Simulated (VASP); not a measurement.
Data:

```yaml
crystal:
  lattice:
    - [0.00000, 2.69675, 2.69675]
    - [2.69675, 0.00000, 2.69675]
    - [2.69675, 2.69675, 0.00000]
  atoms:
    - { symbol: Ga, position: [0.00000, 0.00000, 0.00000] }
    - { symbol: P, position: [0.25000, 0.25000, 0.25000] }
```

Computed with HSE06 screened hybrid, VASP's PBE PAW potentials (set 64) (plane waves; VASP). Run with 520 eV cut-off, 6×6×6 Γ-centred mesh, Gaussian smearing of 0.050 eV, potentials Ga_d P.

Problem. Give the stress tensor in GPa (positive for a compressed cell).

Solution. 
```
3.60  0.00  0.00
0.00  3.60  0.00
0.00  0.00  3.60
```
The pressure is its mean diagonal, 3.60 GPa.

The compound is GaP in the zinc blende structure. This cell is one point of a volume scan, at 0.94 of the reference volume. The cell's shape comes from a PBE relaxation.
